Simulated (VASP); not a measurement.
An input for Ansatz (written as the equivalent of a VASP run, and not itself run):

Ansatz 0.2 input:
```yaml
crystal:
  lattice:
    - [0.0000000, 2.6978347, 2.6978347]
    - [2.6978347, 0.0000000, 2.6978347]
    - [2.6978347, 2.6978347, 0.0000000]
  atoms:
    - { symbol: Cu, position: [1.0000000, 0.0000000, 0.0000000] }
    - { symbol: I, position: [0.2500000, 0.2500000, 0.2500000] }
kpoints:
  mp_grid: { grid: [9, 9, 9] }
hamiltonian:
  xc: pbesol
  pseudopotentials: { kind: paw }
scf:
  occupations: { method: gaussian, width: 0.05 }
  max_iter: 100
relax:
  max_steps: 40
  f_tol: 0.02
  cell: { p_target: 30 }
output: { forces: true, stress: true, eigenvalues: true }
```

Write the VASP files for the same calculation (PBEsol).

Several could match; the one computed here: 
### INCAR
```
SYSTEM = CuI
PREC = Accurate
ENCUT = 500
EDIFF = 1E-6
NELM = 100
ALGO = Normal
LREAL = .FALSE.
LASPH = .TRUE.
ISMEAR = 0
SIGMA = 0.05
GGA = PS
LMAXMIX = 4
LWAVE = .FALSE.
LCHARG = .FALSE.
IBRION = 2
ISIF = 3
NSW = 40
EDIFFG = -0.02
PSTRESS = 300
```

File POSCAR:
```
CuI
1
   -0.0000000000     2.6978346818     2.6978346818
    2.6978346818    -0.0000000000     2.6978346818
    2.6978346818     2.6978346818     0.0000000000
Cu I
1 1
Direct
  1.0000000000   0.0000000000   0.0000000000
  0.2500000000   0.2500000000   0.2500000000
```

**KPOINTS**
```
Automatic mesh
0
Gamma
9 9 9
0 0 0
```

POTCAR, in this order: Cu I (PBE.64 set). Program: vasp_std.

Limits of the translation: each code has its own PAW files, so the cut-off isn't converted (ENCUT is set for VASP's; basis.ecutwfc is left out, and Ansatz then takes the one that its files recommend); Ansatz stops its SCF on the density residual and VASP on the energy change (EDIFF).

The structure was generated: CuI was put into the zinc blende type (F-43m), which need not be its known phase. This run relaxes it under an external pressure of 30 GPa. Symmetry was kept, so distortions that lower it aren't found.
